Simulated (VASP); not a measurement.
Output of a VASP run:

### OSZICAR
```
       N       E                     dE             d eps       ncg     rms          rms(c)
DAV:   1     0.359180575127E+02    0.35918E+02   -0.51527E+03  1520   0.126E+03
DAV:   2    -0.101243301140E+02   -0.46042E+02   -0.44366E+02  1515   0.185E+02
DAV:   3    -0.112875060706E+02   -0.11632E+01   -0.11477E+01  1806   0.402E+01
DAV:   4    -0.113095548329E+02   -0.22049E-01   -0.22027E-01  1938   0.486E+00
DAV:   5    -0.113099949389E+02   -0.44011E-03   -0.44008E-03  1826   0.595E-01    0.139E+01
DAV:   6    -0.128168692663E+02   -0.15069E+01   -0.65097E+01  1708   0.129E+02    0.160E+01
DAV:   7    -0.953040539384E+01    0.32865E+01   -0.31001E+01  1665   0.800E+01    0.243E+00
DAV:   8    -0.949660974517E+01    0.33796E-01   -0.19787E-01  1714   0.581E+00    0.130E+00
DAV:   9    -0.948386162415E+01    0.12748E-01   -0.35521E-02  1835   0.293E+00    0.295E-01
DAV:  10    -0.948357091130E+01    0.29071E-03   -0.86713E-04  1957   0.419E-01    0.126E-01
DAV:  11    -0.948356730255E+01    0.36088E-05   -0.18860E-05  1648   0.438E-02    0.881E-03
DAV:  12    -0.948356672448E+01    0.57807E-06   -0.40512E-06  1994   0.301E-02    0.594E-03
DAV:  13    -0.948356672950E+01   -0.50190E-08   -0.18923E-07   855   0.585E-03
   1 F= -.94835667E+01 E0= -.94833150E+01  d E =-.755113E-03
```

### OUTCAR
```
------------------------ aborting loop because EDIFF is reached ----------------------------------------
  FORCE on cell =-STRESS in cart. coord.  units (eV):
  Direction    XX          YY          ZZ          XY          YZ          ZX
  --------------------------------------------------------------------------------------
  Total        0.8560117      0.8560117      0.8560117      0.0000000      0.0000000      0.0000000
  in kB       60.7659999     60.7659999     60.7659999      0.0000000      0.0000000      0.0000000
  external PRESSURE =      60.7659999 kB  Pullay stress =       0.0000000 kB
  volume of cell :       22.57
      direct lattice vectors                 reciprocal lattice vectors
     2.826028582  0.000000000  0.000000000     0.353853463  0.000000000  0.000000000
     0.000000000  2.826028582  0.000000000     0.000000000  0.353853463  0.000000000
     0.000000000  0.000000000  2.826028582     0.000000000  0.000000000  0.353853463
 POSITION                                       TOTAL-FORCE (eV/Angst)
 -----------------------------------------------------------------------------------
      1.41301      1.41301      1.41301         0.000000      0.000000      0.000000
      0.00000      0.00000      0.00000         0.000000      0.000000      0.000000
 -----------------------------------------------------------------------------------
    total drift:                                0.000000      0.000000      0.000000
  FREE ENERGIE OF THE ION-ELECTRON SYSTEM (eV)
  ---------------------------------------------------
  free  energy   TOTEN  =        -9.4835667295 eV

  energy  without entropy=       -9.4828116168  energy(sigma->0) =       -9.48331503
```
(Selected blocks of OUTCAR.)

File POSCAR:
```
FeAl
1
    2.8260285819     0.0000000000     0.0000000000
    0.0000000000     2.8260285819     0.0000000000
    0.0000000000     0.0000000000     2.8260285819
Al Fe
1 1
Direct
  0.5000000000   0.5000000000   0.5000000000
  0.0000000000   0.0000000000   0.0000000000
```

Q: Reconstruct the remaining input files.

A: Several could match; the one computed here: the input of the run itself, rev-vdW-DF2, plane waves, VASP's PBE PAW potentials (set 64).

### INCAR
```
NELM = 100   ! most electronic steps
LREAL = .FALSE.   ! projection in real space or not
AGGAC = 0.0
LCHARG = .FALSE.
LASPH = .TRUE.   ! aspherical one-centre terms
ZAB_VDW = -1.8867
SYSTEM = FeAl
ISIF = 2
SIGMA = 0.1
GGA = MK
ENCUT = 520
PREC = Accurate
LUSE_VDW = .TRUE.
LWAVE = .FALSE.
ISMEAR = 1   ! Methfessel-Paxton
LMAXMIX = 4   ! l cut-off of mixed one-centre charges
PARAM2 = 0.7114
PARAM1 = 0.1234568
EDIFF = 1E-7
ALGO = Normal   ! blocked Davidson
```

File KPOINTS:
```
Automatic mesh
0
Gamma
13 13 13
0 0 0
```

POTCAR, in this order: Al Fe (PBE.64 set). Program: vasp_std.

The compound is FeAl in the CsCl type structure. This cell is one point of a volume scan, at 0.97 of the reference volume. The run is not spin-polarised, so no magnetic state was tried. The electron count is odd and the run is not spin-polarised, which forces a metal.
